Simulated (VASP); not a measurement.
Computed with PW91 GGA, VASP's PBE PAW potentials (set 64) (plane waves; VASP).

VASP ran on this input.

**INCAR**
```
! general
SYSTEM = NaF
PREC   = Accurate
ENCUT  = 520
LREAL  = F
LASPH  = T

! electronic loop
EDIFF  = 1E-7
NELM   = 100
ALGO   = Normal

! smearing
ISMEAR = 0
SIGMA  = 0.05

! functional
GGA    = 91

! ions
ISIF   = 2

! output
LWAVE  = F
LCHARG = F
```

### KPOINTS
```
Regular mesh
0
Gamma
  10 10 10
0 0 0
```

**POSCAR**
```
NaF
1
    0.0000000000     2.3214203677     2.3214203677
    2.3214203677     0.0000000000     2.3214203677
    2.3214203677     2.3214203677     0.0000000000
Na F
1 1
Direct
  0.0000000000   0.0000000000   0.0000000000
  0.5000000000   0.5000000000   0.5000000000
```

POTCAR, in this order: Na_pv F (PBE.64 set). Program: vasp_std.

Output

### OUTCAR
```
 ion  position               nearest neighbor table
   1  0.000  0.000  0.000-   2 2.32   2 2.32   2 2.32   2 2.32   2 2.32   2 2.32
   2  0.500  0.500  0.500-   1 2.32   1 2.32   1 2.32   1 2.32   1 2.32   1 2.32
  LATTYP: Found a face centered cubic cell.
 ALAT       =     4.6428407354
 Subroutine PRICEL returns:
 Original cell was already a primitive cell.
 Subroutine GETGRP returns: Found 48 space group operations
The static configuration has the point symmetry O_h .
The dynamic configuration has the point symmetry O_h .
 Subroutine INISYM returns: Found 48 space group operations
 Subroutine IBZKPT returns following result:
 Found     47 irreducible k-points:

 Following reciprocal coordinates:
            Coordinates               Weight
  0.000000  0.000000  0.000000      1.000000
  0.100000  0.000000  0.000000      8.000000
  0.200000  0.000000  0.000000      8.000000
  0.300000  0.000000  0.000000      8.000000
  0.400000  0.000000  0.000000      8.000000
  0.500000  0.000000  0.000000      4.000000
  0.100000  0.100000  0.000000      6.000000
  0.200000  0.100000  0.000000     24.000000
  0.300000  0.100000  0.000000     24.000000
  0.400000  0.100000  0.000000     24.000000
  0.500000  0.100000  0.000000     24.000000
 -0.400000  0.100000  0.000000     24.000000
 -0.300000  0.100000  0.000000     24.000000
 -0.200000  0.100000  0.000000     24.000000
 -0.100000  0.100000  0.000000     12.000000
  0.200000  0.200000  0.000000      6.000000
  0.300000  0.200000  0.000000     24.000000
  0.400000  0.200000  0.000000     24.000000
  0.500000  0.200000  0.000000     24.000000
 -0.400000  0.200000  0.000000     24.000000
 -0.300000  0.200000  0.000000     24.000000
 -0.200000  0.200000  0.000000     12.000000
  0.300000  0.300000  0.000000      6.000000
  0.400000  0.300000  0.000000     24.000000
...
```

File OSZICAR:
```
       N       E                     dE             d eps       ncg     rms          rms(c)
DAV:   1     0.109115702677E+03    0.10912E+03   -0.83532E+03  1055   0.151E+03
DAV:   2    -0.359055555933E+01   -0.11271E+03   -0.10496E+03  1097   0.363E+02
DAV:   3    -0.951275721096E+01   -0.59222E+01   -0.59060E+01  1190   0.855E+01
DAV:   4    -0.957073622591E+01   -0.57979E-01   -0.57972E-01  1133   0.933E+00
DAV:   5    -0.957138823840E+01   -0.65201E-03   -0.65201E-03  1184   0.100E+00    0.552E+00
DAV:   6    -0.865534087038E+01    0.91605E+00   -0.39612E+00  1233   0.190E+01    0.184E+00
DAV:   7    -0.864385823433E+01    0.11483E-01   -0.30440E-02  1055   0.260E+00    0.104E+00
DAV:   8    -0.864509731114E+01   -0.12391E-02   -0.27773E-02  1052   0.430E+00    0.124E-01
DAV:   9    -0.864595589364E+01   -0.85858E-03   -0.44607E-03  1175   0.746E-01    0.951E-02
DAV:  10    -0.864583602525E+01    0.11987E-03   -0.70371E-04  1094   0.400E-01    0.133E-02
DAV:  11    -0.864583502013E+01    0.10051E-05   -0.19070E-05  1154   0.694E-02    0.268E-03
DAV:  12    -0.864583519973E+01   -0.17959E-06   -0.11284E-06  1061   0.147E-02    0.157E-03
DAV:  13    -0.864583505916E+01    0.14057E-06   -0.14522E-07  1100   0.415E-03    0.554E-04
DAV:  14    -0.864583504591E+01    0.13247E-07   -0.22434E-08   616   0.224E-03
   1 F= -.86458350E+01 E0= -.86458350E+01  d E =-.105857E-22
```

File OUTCAR:
```
------------------------ aborting loop because EDIFF is reached ----------------------------------------
  FORCE on cell =-STRESS in cart. coord.  units (eV):
  Direction    XX          YY          ZZ          XY          YZ          ZX
  --------------------------------------------------------------------------------------
  Total        0.2446323      0.2446323      0.2446323      0.0000000      0.0000000      0.0000000
  in kB       15.6650958     15.6650958     15.6650958      0.0000000      0.0000000      0.0000000
  external PRESSURE =      15.6650958 kB  Pullay stress =       0.0000000 kB
  volume of cell :       25.02
      direct lattice vectors                 reciprocal lattice vectors
     0.000000000  2.321420368  2.321420368    -0.215385377  0.215385377  0.215385377
     2.321420368  0.000000000  2.321420368     0.215385377 -0.215385377  0.215385377
     2.321420368  2.321420368  0.000000000     0.215385377  0.215385377 -0.215385377
  FREE ENERGIE OF THE ION-ELECTRON SYSTEM (eV)
  ---------------------------------------------------
  free  energy   TOTEN  =        -8.6458350459 eV

  energy  without entropy=       -8.6458350459  energy(sigma->0) =       -8.64583505
```
(Selected blocks of OUTCAR.)

The compound is NaF in the rock salt structure. This cell is one point of a volume scan, at 0.97 of the reference volume.
